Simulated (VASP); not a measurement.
Data:

```yaml
crystal:
  lattice:
    - [3.38152, 0.00000, 0.00000]
    - [-1.69076, 2.92848, 0.00000]
    - [0.00000, 0.00000, 9.63967]
  atoms:
    - { symbol: Y, position: [0.00000, 0.00000, 0.00000] }
    - { symbol: Y, position: [0.00000, 0.00000, 0.50000] }
    - { symbol: Al, position: [0.33333, 0.66667, 0.25000] }
    - { symbol: Al, position: [0.66667, 0.33333, 0.75000] }
```

Level of theory: LDA (Ceperley-Alder, Perdew-Zunger), VASP's LDA PAW potentials (set 64) (plane waves; VASP 6.6.1). Run with 400 eV cut-off, Gaussian smearing of 0.050 eV, potentials Y_sv Al.

Q: Give the energies of bands 9 to 17 at the high-symmetry points, in eV from the Fermi level.

A: 
```
band      Γ      M      K      A      L      H
----  -----  -----  -----  -----  -----  -----
9     -7.37  -4.15  -2.92  -6.91  -3.74  -2.89
10    -6.16  -3.09  -2.92  -6.91  -3.74  -2.89
11    -4.10  -3.05  -1.77  -2.87  -2.62  -1.56
12    -1.57  -1.80  -1.46  -2.87  -2.62  -1.56
13    -0.19  -1.65  -1.46   0.54  -0.80  -1.18
14     0.99  -0.68  -0.44   0.54  -0.80  -1.18
15     2.07  -0.45  -0.44   2.15   0.07  -0.39
16     2.07   0.71  -0.20   2.15   0.07  -0.39
17     2.22   2.09   0.80   2.15   2.50   0.78
```

It has no gap at this level: it comes out as a metal or semimetal.

The structure was generated: YAl was put into the NiAs type type (P6_3/mmc), which need not be its known phase. It was relaxed first, which changed the volume by -35 %.
